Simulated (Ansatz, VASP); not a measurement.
# AgF: VASP beside Ansatz, part 2 of 2

One calculation is typed for both programs; each brings its own data sets. How far apart do they land? The cell is generated by rule, not measured, and may not be a known phase. The cell is taken from a series of runs on this material, whose earlier steps may have relaxed, scaled, displaced or heated it; both programs get it as it stands.

VASP 6.6.1 and Ansatz 0.2.0.

So far: Set-up; VASP: zone-centre phonons, LDA.

The structure was built from a prototype and need not be the compound's stable phase.

## 3. Ansatz: zone-centre phonons, LDA

Level of this step: Ansatz beside VASP: Kohn-Sham DFT, plane waves, LDA (Ansatz).

Ansatz runs on its default PAW (the set named soft_2) files.

The same cell, functional (in two slightly different forms), mesh and smearing now go to Ansatz, which takes its cutoff from its data sets.

Contents of input.yaml:

```yaml
crystal:
  lattice:
    - [4.0138959602, 3.0438e-06, 0.0]
    - [-2.0069506161, 3.4761343478, 0.0]
    - [0.0, 0.0, 4.7092382587]
  atoms:
    - { symbol: Ag, position: [0.3333333333, 0.6666666667, -0.0625] }
    - { symbol: Ag, position: [0.6666666667, 0.3333333333, 0.4375] }
    - { symbol: F, position: [0.3333333333, 0.6666666667, 0.4375] }
    - { symbol: F, position: [0.6666666667, 0.3333333333, 0.9375] }
kpoints:
  mp_grid: { grid: [12, 12, 8] }
hamiltonian:
  xc: lda
scf:
  occupations: { method: methfessel_paxton, width: 0.15 }
output:
  eigenvalues: true
phonons:
  method: dfpt
```

On the command line:

```console
> ansatz run input.yaml --threads 4 --pin off --max-ram 7168MiB --backend cpu --events-out ev --progress --plain --runs-dir out
```

Numbers of over 12 decimals in the logs are rounded to 6 here.

What it wrote:

```text
Engine: ansatz 0.2.0, aarch64-unknown-linux-gnu
Pseudopotentials: kind: paw
Pseudopotential: Ag, paw, valence charge 19, recommended cutoff 420 eV (normal), Ag.paw.azcp
Pseudopotential: F, paw, valence charge 7, recommended cutoff 420 eV (normal), F.paw.azcp
Functional definition: SPW92
  exchange = slater_x
  correlation = pw_c
Crystal: 4 atoms, lattice volume = 65.707 Å³
Basis set: ecut = 420 eV, 1323 PW (Γ), exchange–correlation on 54×54×64 points (8 copies of the dense FFT grid, shifted against one another)
Bands: 32, of which v1, the nominal top of the filled ones, is band 26 counted from 1 (25 counted from 0)
Symmetry: 24 space group operations
k-points: 320 of 1152 (irreducible under 2 space group operations, time reversal used)
Non-local potential: Ag, projectors of the file, l = 0: 3, l = 1: 2, l = 2: 2, l = 3: 1
Non-local potential: F, projectors of the file, l = 0: 2, l = 1: 2, l = 2: 1
PAW form: soft (Blöchl's): semilocal exchange-correlation on the pseudo side does not see the compensation charge
PAW frozen core: Ag, regenerated for the run's functional, and the local potential with it (the file was generated under x = pbe(κ = 0.804, μ = 0.219515), c = pbe(β = 0.066725))
PAW frozen core: F, regenerated for the run's functional, and the local potential with it (the file was generated under x = pbe(κ = 0.804, μ = 0.219515), c = pbe(β = 0.066725))
PAW one-centre angular grid: Ag, 590 points (default); XC on 64 Gauss nodes
PAW one-centre angular grid: F, 110 points (default); XC on 64 Gauss nodes
Initial density: superposition of atomic densities (neutral atoms: chi_scale 0, normalization atom), corrected by the library's trained network
Initial wavefunctions: pseudopotential atomic-orbital guess
Functional: x = slater, c = lda
SCF iter   1: F=—  HF=-16501.096638 eV  |F-HF|=—  |Δ(HF+E_count)|=         —  Δρ=2.15e-2  dr2=2.30e-1  ethr=1.77e-3  ⟨swp⟩=5.0  Hψ=35231  notcnv=0  defer=31
preconditioner: auto → LDOS  [metal: Δε(μ)=0.023 eV  Ē_g=11.945 eV  σ=0.150 eV  W_gap=0.13  n_scr=20 (ndim 8)  ℏωp=27.5 eV  f_vac=0.185  D(μ)=1.46/eV (n_scr^D=8)  β→1.0]
SCF iter   2: F=—  HF=-16501.125853 eV  |F-HF|=—  |Δ(HF+E_count)|=   2.92e-2  S|Δr|=    0.00e0  Δρ=2.58e-2  dr2=2.93e-1  ethr=4.42e-4  ⟨swp⟩=2.0  Hψ=21879  notcnv=0  defer=527
SCF iter   3: F=—  HF=-16501.038191 eV  |F-HF|=—  |Δ(HF+E_count)|=   8.77e-2  S|Δr|=    0.00e0  Δρ=4.70e-3  dr2=8.52e-3  ethr=4.42e-4  ⟨swp⟩=2.0  Hψ=16210  notcnv=0  defer=527
SCF iter   4: F=—  HF=-16501.035395 eV  |F-HF|=—  |Δ(HF+E_count)|=   2.80e-3  S|Δr|=    0.00e0  Δρ=5.52e-4  dr2=1.76e-4  ethr=1.64e-5  ⟨swp⟩=2.0  Hψ=14880  notcnv=0  defer=525
SCF iter   5: F=—  HF=-16501.035353 eV  |F-HF|=—  |Δ(HF+E_count)|=   4.17e-5  S|Δr|=    0.00e0  Δρ=1.08e-4  dr2=4.32e-6  ethr=3.39e-7  ⟨swp⟩=2.1  Hψ=13842  notcnv=0  defer=525
SCF iter   6: F=—  HF=-16501.035346 eV  |F-HF|=—  |Δ(HF+E_count)|=   6.87e-6  S|Δr|=    0.00e0  Δρ=9.42e-6  dr2=2.61e-8  ethr=8.30e-9  ⟨swp⟩=2.2  Hψ=14504  notcnv=0  defer=525
SCF iter   7: F=—  HF=-16501.035346 eV  |F-HF|=—  |Δ(HF+E_count)|=   1.17e-8  S|Δr|=    0.00e0  Δρ=1.02e-6  dr2=4.70e-10  ethr=5.01e-11  ⟨swp⟩=2.0  Hψ=16837  notcnv=0  defer=525
SCF iter   8: F=-16501.035346 eV  HF=-16501.035346 eV  |F-HF|=0.00e0  |Δ(HF+E_count)|=  8.73e-11  S|Δr|=    0.00e0  Δρ=1.01e-7  dr2=3.73e-12  ethr=1.00e-12  ⟨swp⟩=7.9  Hψ=50696  notcnv=0
SCF 1 converged in 8 iterations: F = -16501.035346 eV  dr2 = 3.73e-12
  greatest PAW one-centre occupation: 1.002 electrons in one spin orbital (limit 2), on the Ag atom at site 1 (counted from 0), in its partial waves of l = 0
DFPT response loops at Γ: preconditioner auto → none (partly filled bands, converged f_vac=0.178); β = 0.50; Broyden in place of MSR1
SCF converged after 8 iterations
Stability not checked: this state was not tested for a lower state beside it, because cold or Methfessel-Paxton smearing, or corrected tetrahedra, fill the levels in a way that the test cannot read (fill_not_monotonic; see scf.lower_state_search)
Free energy (F): -16501.035346 eV
Harris-Foulkes:  -16501.035346 eV  (|F-HF|=0.00e0)
Internal energy: -16501.038328 eV  (E = F + TS)
E sigma→0 (E₀):  -16501.036092 eV
Entropy (-TS):   0.002982 eV (0.745 meV/atom)
Fermi energy:    7.797698 eV
--- Per-component energies (eV) ---
  E_band       = -759.227469
  E_kinetic    = 1466.352737
  E_local      = -7004.375488  (includes V_loc(G=0)·N_el)
  E_nonlocal   = 334.242838
  E_hartree    = 3039.926080
  E_xc         = -517.845747
  E_vxc        = -663.965737  (∫ρ·V_xc dr)
  E_paw        = -7922.764962  (= ΣΔE_a)
  E_vpaw       = -971.338547  (= ΣTr[D̂ρ^β])
  E_aug_tail   = 0.004646  (compensation charges beyond the density's cutoff)
  E_ewald      = -5898.254550
  E_core_change = 1.676118  (= ΣΔE_core)
  E_smearing   = 0.002982  (= −TS)
  E_closure    = 0.000000  (closes the sum)
  Σ components = -16501.035346   (vs F -16501.035346, Δ=0.00e0)
--- Band table (eV; the first three rows and the last of 320) ---
  k-point 0: bands = [... 22 lower, 7.1986, 7.2966, 7.2966, 7.3177, 7.3177, 13.4789, 15.0868, 18.7810, ... 2 higher]
  k-point 1: bands = [... 22 lower, 7.2990, 7.2990, 7.3179, 7.3179, 7.4733, 12.9597, 15.7493, 18.7273, ... 2 higher]
  k-point 2: bands = [... 22 lower, 7.3057, 7.3057, 7.3186, 7.3186, 8.2571, 12.1075, 17.0262, 18.5959, ... 2 higher]
  k-point 319: bands = [... 22 lower, 6.5459, 6.5459, 7.7541, 7.7541, 12.5006, 12.5006, 14.9170, 14.9170, ... 2 higher]
--- Phonons (Γ-DFPT): 4 representative perturbations + reference, on 320 of 1152 k-points (Σ response iterations 13) ---
  k mesh reduced under 2 symmetry operations, with k and −k counted as one. Each operation leaves every solved perturbation unchanged. A smaller set is not used because it would not reduce the number of displacements times k-points to solve
  ASR residual: 5.190e-5 → 0.000e0 eV/Å²; symmetrization residual: 2.667e-4 eV/Å²
  ASR residual per site (eV/Å²): 6.09e-6 6.09e-6 5.19e-5 5.19e-5
  Γ frequencies (cm⁻¹): -44.94 -22.37 -22.37 0.00 0.00 0.00 192.44 192.44 224.59 224.59 239.77 281.37
  non-analytic LO–TO correction: not included (Born effective charges unavailable; polar crystals: no LO–TO splitting at Γ)
```

Reading the cycles: dr2 is the Hartree energy of the density residual (eV), the measure of convergence; HF is the Harris–Foulkes estimate of the energy, which meets the free energy F at convergence.

## 4. Side by side

Known differences besides the potentials themselves: the two LDA forms differ slightly; the data sets hold 52 valence electrons in Ansatz (on its default PAW (the set named soft_2) files) and 36 in VASP; the cutoff is 420 eV in Ansatz and 600 eV in VASP; VASP's log shows a relativistic correction to its local exchange, Ansatz's none. Total energies have different zeros and are not compared.

The two programs side by side:

| quantity | Ansatz | VASP | difference |
| --- | --- | --- | --- |
| optical mode 1 (imaginary, printed as negative) (cm⁻¹) | -44.9 | -43.5 | -1.4 |
| optical mode 2 to 3 (imaginary, printed as negative) (cm⁻¹) | -22.4 | -23.6 | +1.2 |
| optical mode 4 to 5 (cm⁻¹) | 192.4 | 195.7 | -1.69 % |
| optical mode 6 to 7 (cm⁻¹) | 224.6 | 227.3 | -1.21 % |
| optical mode 8 (cm⁻¹) | 239.8 | 244.4 | -1.91 % |
| optical mode 9 (cm⁻¹) | 281.4 | 286.0 | -1.61 % |

Modes are paired by rising frequency, not by their patterns, so a pair may set unlike modes beside each other; they are those without the splitting of longitudinal modes.

## 5. Results

| Property | Result |
| --- | --- |
| r.m.s. difference of the optical zone-centre modes, each program's sorted by frequency (zone-centre phonons, LDA) | 3.1 cm⁻¹ |
| difference in optical mode 8 (zone-centre phonons, LDA) | -1.9 % |

The r.m.s. difference of the optical zone-centre modes, each program's sorted by frequency is 3.1 cm⁻¹ (zone-centre phonons, LDA). The data sets hold unlike numbers of valence electrons (52 in Ansatz and 36 in VASP), so part of the differences comes from the potentials. Among the rows given in per cent, the largest difference of the zone-centre phonons, LDA pair is in optical mode 8, -1.9 %. Such differences can come from data sets, numerical settings and the points named under the comparisons, not from the functional's error against experiment.

[Lines on the potential files, build, host, timing and source positions are cut from VASP's logs without a mark.]

[Logs are printed without paths, hosts, clocks, repeated set-up lines and the standing remarks that a program may print on its own settings, such as how far it seeks lower states.]

[Hosts, paths, dates, database ids (printed as entryN), source tags and the programs' standing remarks are cut or masked in the printed files.]
